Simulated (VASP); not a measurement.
Given:

```
LiH
1.0
    0.00000     1.95676     1.95676
    1.95676     0.00000     1.95676
    1.95676     1.95676     0.00000
Li H
1 1
Cartesian
  0.00000   0.00000   0.00000
  1.95676   1.95676   1.95676
```

Computed with PBE GGA with D3 dispersion (zero damping), VASP's PBE PAW potentials (set 64) (plane waves; VASP 6.6.1). Numerical set-up: 520 eV cut-off, 12×12×12 Γ-centred mesh, Gaussian smearing of 0.050 eV, potentials Li_sv H.

Q: Give the energy at these volumes per atom, relative to the lowest: 7.00, 7.22, 7.44, 7.66, 7.89 Å³.

A: 4.6, 1.3, 0.0, 0.4, 2.5 meV/atom. A third-order Birch-Murnaghan fit gives B0 = 41.0 GPa and B0′ = 3.0.

The compound is LiH in the rock salt structure. It was relaxed first, which changed the volume by -12 %.
